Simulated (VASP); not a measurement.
```yaml
crystal:
  lattice:
    - [6.15619, 0.00000, 0.00000]
    - [-3.07810, 5.33142, 0.00000]
    - [0.00000, 0.00000, 5.63891]
  atoms:
    - { symbol: Mo, position: [0.00000, 0.00000, 0.50000] }
    - { symbol: Cl, position: [0.30444, 0.30444, 0.26484] }
    - { symbol: Cl, position: [0.69556, 0.69556, 0.73516] }
    - { symbol: Cl, position: [0.69556, 0.00000, 0.26484] }
    - { symbol: Cl, position: [0.30444, 0.00000, 0.73516] }
    - { symbol: Cl, position: [0.00000, 0.69556, 0.26484] }
    - { symbol: Cl, position: [0.00000, 0.30444, 0.73516] }
```

Method: r2SCAN meta-GGA, VASP's PBE PAW potentials (set 64) (plane waves; VASP). Settings: 400 eV cut-off, 5×5×5 Γ-centred mesh, tetrahedra with Blöchl corrections, potentials Mo_sv Cl.

Task: Give the energies of bands 18 to 31 at the high-symmetry points, in eV from the valence-band maximum.

Result: 
```csv
band,Γ,M,K,A,L,H,H2
18,-2.28,-2.46,-2.39,-2.76,-2.42,-2.41,-2.41
19,-2.14,-2.28,-2.35,-2.52,-2.26,-2.41,-2.41
20,-1.77,-1.58,-1.42,-1.57,-1.42,-1.27,-1.27
21,-1.34,-1.53,-1.42,-1.47,-1.33,-1.13,-1.13
22,-1.34,-1.26,-1.15,-1.02,-0.76,-1.13,-1.13
23,-0.62,-0.90,-1.15,-0.47,-0.72,-0.69,-0.69
24,-0.38,-0.62,-0.88,-0.47,-0.59,-0.69,-0.69
25,-0.38,-0.49,-0.41,-0.34,-0.59,-0.67,-0.67
26,-0.26,-0.37,-0.38,-0.34,-0.41,-0.31,-0.31
27,-0.26,-0.29,-0.38,-0.30,-0.37,-0.31,-0.31
28,-0.13,-0.06,0.00,-0.30,-0.26,-0.26,-0.26
29,1.20,1.28,1.40,1.54,1.27,1.46,1.46
30,1.72,1.56,1.72,1.54,1.58,1.46,1.46
31,1.72,1.91,1.72,1.56,1.94,1.94,1.94
```

The gap is indirect, 1.20 eV, from the valence maximum at K to the conduction minimum at Γ.

The structure comes from a computed database's MoCl6 entry (P-31m); how it stands against other phases isn't given here. It was relaxed first.
